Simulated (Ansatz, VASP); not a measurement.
# TiO2 (Anatase) in two plane-wave programs, part 2 of 2

Aim: how closely do two programs agree when they are given the same cell, functional and k mesh? The structure shown is the start of the Ansatz relaxation below; VASP solves that cell, so the two are compared at the walk's first step.

VASP 6.6.1 and Ansatz 0.2.0.

So far. Step 4 (Side by side): The forces differ by 23 meV/Å r.m.s., which is 23.3 % of the r.m.s. force of 0.097 eV/Å (both taken over all components).

**7. VASP: single point, LDA, start cell, pair 2**

Level of this step: LDA, no spin polarisation; plane waves and PAW (O, Ti_sv) (VASP).

The same cell, functional (in two slightly different forms) and mesh now go to VASP, with its own data sets.

Input file INCAR:

```
SYSTEM = TiO2
PREC = Accurate
ENCUT = 520
EDIFF = 1E-06
NELM = 120
ISMEAR = 0
SIGMA = 0.01
LREAL = .FALSE.
ALGO = Normal
GGA = CA
NBANDS = 30
LASPH = .TRUE.
LORBIT = 11
LWAVE = .FALSE.
LCHARG = .FALSE.
ISIF = 2
GGA_COMPAT = .FALSE.
EFERMI = MIDGAP
KPAR = 2
```

Input file POSCAR:

```
TiO2
1.0
   -1.8525880000      1.8525880000      4.6254740000
    1.8525880000     -1.8525880000      4.6254740000
    1.8525880000      1.8525880000     -4.6254740000
O Ti
4 2
Direct
    0.2099068117      0.2099068117      0.0000000000
    0.9599068117      0.4599068117      0.5000000000
    0.5400931883      0.0400931883      0.5000000000
    0.7900931883      0.7900931883      0.0000000000
    0.0000000000      0.0000000000      0.0000000000
    0.7500000000      0.2500000000      0.5000000000
```

Input file KPOINTS:

```
Automatic mesh
0
Gamma
12 12 12
0 0 0
```

The projector-augmented-wave data sets are O and Ti_sv (LDA family, release 64).

The run is started by

```
mpirun -np 2 vasp_std
```

Numbers of over 12 decimals in the logs are rounded to 6 here.

Output:

```text
[... set-up lines as in an earlier step ...]
 entering main loop
       N       E                     dE             d eps       ncg     rms          rms(c)
DAV:   1     0.671045967261E+03    0.67105E+03   -0.24745E+04  9780   0.188E+03
DAV:   2     0.328015217332E+02   -0.63824E+03   -0.60721E+03 10666   0.552E+02
DAV:   3    -0.699511427418E+02   -0.10275E+03   -0.10071E+03 14702   0.205E+02
DAV:   4    -0.747115745116E+02   -0.47604E+01   -0.47551E+01 13426   0.440E+01
[...]
DAV:  14    -0.587426428781E+02    0.21086E-06   -0.53254E-05 13552   0.647E-02    0.107E-02
DAV:  15    -0.587426429138E+02   -0.35681E-07   -0.11216E-05 12244   0.362E-02    0.557E-03
DAV:  16    -0.587426426154E+02    0.29835E-06   -0.10537E-06  5950   0.131E-02
   1 F= -.58742643E+02 E0= -.58742643E+02  d E =0.000000E+00
```

Parts of OUTCAR (step 7):

```text
  Total        4.2390942      4.2390942      4.2835515      0.0000000      0.0000000      0.0000000
  in kB      106.9571263    106.9571263    108.0788321      0.0000000      0.0000000      0.0000000
  external PRESSURE =     107.3310282 kB  Pullay stress =       0.0000000 kB

 POSITION                                       TOTAL-FORCE (eV/Angst)
 -----------------------------------------------------------------------------------
      0.00000      0.00000      1.94184         0.000000     -0.000000      0.172390
      0.00000      1.85259      4.25457        -0.000000      0.000000      0.172390
      0.00000      1.85259      0.37090        -0.000000      0.000000     -0.172390
      0.00000      0.00000      7.30911         0.000000     -0.000000     -0.172390
      0.00000      0.00000      0.00000         0.000000      0.000000     -0.000000
      0.00000      1.85259      2.31274         0.000000      0.000000     -0.000000
 -----------------------------------------------------------------------------------
    total drift:                                0.000000      0.000000     -0.000000

  FREE ENERGIE OF THE ION-ELECTRON SYSTEM (eV)
  ---------------------------------------------------
  free  energy   TOTEN  =       -58.7426426154 eV

  energy  without entropy=      -58.7426426154  energy(sigma->0) =      -58.74264262

[... 1 part as in an earlier step ...]

[... 2 further parts left out ...]
[key lines of the parts left out:]
E-fermi :   4.8249
```

The run ends at a pressure of 10.73 GPa, with forces up to 0.17 eV/Å.

**8. Side by side**

Forces (eV/Å; atoms numbered as in POSCAR):

```tsv
atom	Ansatz x, y, z	VASP x, y, z
O1	0.000, 0.000, 0.133	0.000, 0.000, 0.172
O2	0.000, 0.000, 0.133	0.000, 0.000, 0.172
O3	0.000, 0.000, -0.133	0.000, 0.000, -0.172
O4	0.000, 0.000, -0.133	0.000, 0.000, -0.172
Ti5	0.000, 0.000, 0.000	0.000, 0.000, 0.000
Ti6	0.000, 0.000, 0.000	0.000, 0.000, 0.000
```

The forces differ by 18 meV/Å r.m.s., which is 22.6 % of the r.m.s. force of 0.081 eV/Å (both taken over all components).

**9. What the set-up changes**

Further runs change the set-up of one program: Ansatz's method, potentials or start, or VASP's data sets, cutoff or form of LDA. The table gives that difference for each run.

```tsv
run	r.m.s. force difference (meV/Å)
as above	18
VASP with a cutoff of 600 eV (perhaps on Ansatz's relaxed cell)	18
```

**10. Ansatz: relaxation, LDA**

The two programs are compared at the cell with which this relaxation starts, whose forces are those of its first step. The cell compared in this pair holds 64.82 Å³, against 63.50 Å³ for the pair before.

The structure compared here is the start of the Ansatz relaxation; VASP solves that cell, so the two are compared at the walk's first step.

Input file input.yaml:

```yaml
crystal:
  lattice:
    - [-1.8573795668, 1.8573795668, 4.6975056867]
    - [1.8573795668, -1.8573795668, 4.6975056867]
    - [1.8573795668, 1.8573795668, -4.6975056867]
  atoms:
    - { symbol: O, position: [0.2079444874, 0.2079444874, 0.0] }
    - { symbol: O, position: [0.9579444874, 0.4579444874, 0.5] }
    - { symbol: O, position: [0.5420555126, 0.0420555126, 0.5] }
    - { symbol: O, position: [0.7920555126, 0.7920555126, 0.0] }
    - { symbol: Ti, position: [0.0, 0.0, 0.0] }
    - { symbol: Ti, position: [0.75, 0.25, 0.5] }
kpoints:
  mp_grid: { grid: [12, 12, 12] }
hamiltonian:
  xc: lda
  pseudopotentials: { kind: paw, azcp: { folder: soft_1 }, xc_functional: pbe }
scf:
  occupations: { method: fixed }
output:
  forces: true
  stress: true
  eigenvalues: true
relax:
  adjacent_minimum: "off"
  f_tol: 0.001
  max_steps: 60
  cell: { stress_tol: 0.01, fix: [volume] }
```

The run is started by

```
ansatz run input.yaml --threads 4 --pin off --max-ram 16384MiB --backend cpu --events-out ev --progress --plain --runs-dir out
```

Output:

```text
[...]
Crystal: 6 atoms, lattice volume = 64.823 Å³
Basis set: ecut = 420 eV, 1275 PW (Γ), FFT grids on a1+a3, a2+a3, a3
Bands: 30, of which v1, the nominal top of the filled ones, is band 24 counted from 1 (23 counted from 0)
Symmetry: 16 space group operations
[...]
k-points: 163 of 1728
[...]
cell:  # Å, volume = 64.8229 Å³
    - [-1.865365, 1.865365, 4.657375]
    - [1.865365, -1.865365, 4.657375]
    - [1.865365, 1.865365, -4.657375]
  atoms:
    - { symbol: O, position: [0.209907, 0.209907, 0] }
    - { symbol: O, position: [0.959907, 0.459907, 0.500000] }
    - { symbol: O, position: [0.540093, 0.040093, 0.500000] }
    - { symbol: O, position: [0.790093, 0.790093, 0] }
    - { symbol: Ti, position: [0, 0, 0] }
    - { symbol: Ti, position: [0.75, 0.250000, 0.500000] }
[key lines of the parts left out:]
SCF converged after 6 iterations
Free energy (F): -7130.471273 eV
Fermi energy:    7.574972 eV
P = ⅓ Tr σ = 3.9341 GPa (39.341 kbar)
```

**11. VASP: single point, LDA, start cell, pair 3**

The same cell, functional (in two slightly different forms) and mesh now go to VASP, with its own data sets.

INCAR is that of step 7.

Input file POSCAR:

```
TiO2
1.0
   -1.8573800000      1.8573800000      4.6975060000
    1.8573800000     -1.8573800000      4.6975060000
    1.8573800000      1.8573800000     -4.6975060000
O Ti
4 2
Direct
    0.2079444922      0.2079444922      0.0000000000
    0.9579444922      0.4579444922      0.5000000000
    0.5420555078      0.0420555078      0.5000000000
    0.7920555078      0.7920555078      0.0000000000
    0.0000000000      0.0000000000      0.0000000000
    0.7500000000      0.2500000000      0.5000000000
```

KPOINTS is that of step 7.

The run is started by

```
mpirun -np 2 vasp_std
```

Output:

```text
[... set-up lines as in an earlier step ...]
 entering main loop
       N       E                     dE             d eps       ncg     rms          rms(c)
DAV:   1     0.667075709164E+03    0.66708E+03   -0.24749E+04  9780   0.187E+03
DAV:   2     0.306586197465E+02   -0.63642E+03   -0.60621E+03 10764   0.550E+02
DAV:   3    -0.703136466670E+02   -0.10097E+03   -0.99099E+02 14428   0.203E+02
DAV:   4    -0.749745424057E+02   -0.46609E+01   -0.46554E+01 13690   0.435E+01
[...]
DAV:  14    -0.588029544986E+02    0.21820E-06   -0.50903E-05 13558   0.632E-02    0.105E-02
DAV:  15    -0.588029545052E+02   -0.65866E-08   -0.10263E-05 12448   0.342E-02    0.489E-03
DAV:  16    -0.588029542421E+02    0.26307E-06   -0.98343E-07  5890   0.124E-02
   1 F= -.58802954E+02 E0= -.58802954E+02  d E =0.000000E+00
```

Parts of OUTCAR (step 11):

```text
  Total        2.5069269      2.5069269      2.5748080      0.0000000      0.0000000      0.0000000
  in kB       61.9617087     61.9617087     63.6394732      0.0000000      0.0000000      0.0000000
  external PRESSURE =      62.5209636 kB  Pullay stress =       0.0000000 kB

 POSITION                                       TOTAL-FORCE (eV/Angst)
 -----------------------------------------------------------------------------------
      0.00000      0.00000      1.95364        -0.000000      0.000000      0.158102
     -0.00000      1.85738      4.30239         0.000000     -0.000000      0.158102
      0.00000      1.85738      0.39511         0.000000     -0.000000     -0.158102
      0.00000      0.00000      7.44137        -0.000000      0.000000     -0.158102
      0.00000      0.00000      0.00000        -0.000000     -0.000000      0.000000
      0.00000      1.85738      2.34875        -0.000000     -0.000000      0.000000
 -----------------------------------------------------------------------------------
    total drift:                               -0.000000      0.000000     -0.000000

  FREE ENERGIE OF THE ION-ELECTRON SYSTEM (eV)
  ---------------------------------------------------
  free  energy   TOTEN  =       -58.8029542421 eV

  energy  without entropy=      -58.8029542421  energy(sigma->0) =      -58.80295424

[... 1 part as in an earlier step ...]

[... 2 further parts left out ...]
[key lines of the parts left out:]
E-fermi :   4.6174
```

The run ends at a pressure of 6.25 GPa, with forces up to 0.16 eV/Å.

**12. Comparison**

Forces (eV/Å; atoms numbered as in POSCAR):

```tsv
atom	Ansatz x, y, z	VASP x, y, z
O1	0.000, 0.000, 0.123	0.000, 0.000, 0.158
O2	0.000, 0.000, 0.123	0.000, 0.000, 0.158
O3	0.000, 0.000, -0.123	0.000, 0.000, -0.158
O4	0.000, 0.000, -0.123	0.000, 0.000, -0.158
Ti5	0.000, 0.000, 0.000	0.000, 0.000, 0.000
Ti6	0.000, 0.000, 0.000	0.000, 0.000, 0.000
```

The forces differ by 16 meV/Å r.m.s., which is 22.1 % of the r.m.s. force of 0.075 eV/Å (both taken over all components).

**13. Further runs**

Further runs change the set-up of one program: Ansatz's method, potentials or start, or VASP's data sets, cutoff or form of LDA. The table gives that difference for each run.

```tsv
run	r.m.s. force difference (meV/Å)
as above	16
VASP with a cutoff of 600 eV (perhaps on Ansatz's relaxed cell)	17
```

**14. Results**

```json
{
 "r.m.s. force difference (single point, LDA, start cell, pair 1)": "23 meV/Å",
 "r.m.s. force difference (single point, LDA, start cell, pair 2)": "18 meV/Å",
 "r.m.s. force difference (single point, LDA, start cell, pair 3)": "16 meV/Å"
}
```

The r.m.s. force difference is 23 meV/Å (single point, LDA, start cell, pair 1), beyond the 12 meV/Å picked in this series as the mark of a large difference. 4 further runs of this series are not shown here. Such differences can come from data sets, numerical settings and the points named under the comparisons, not from the functional's error against experiment.

[Lines on the potential files, build, host, timing and source positions are cut from VASP's logs without a mark.]

[Logs are printed without paths, hosts, clocks, repeated set-up lines and the standing remarks that a program may print on its own settings, such as how far it seeks lower states.]

[Hosts, paths, dates, database ids (printed as entryN), source tags and the programs' standing remarks are cut or masked in the printed files.]

[Rows of further runs with another cutoff or data set may stand on the cell that Ansatz relaxed, not on the start cell of the pair above them.]
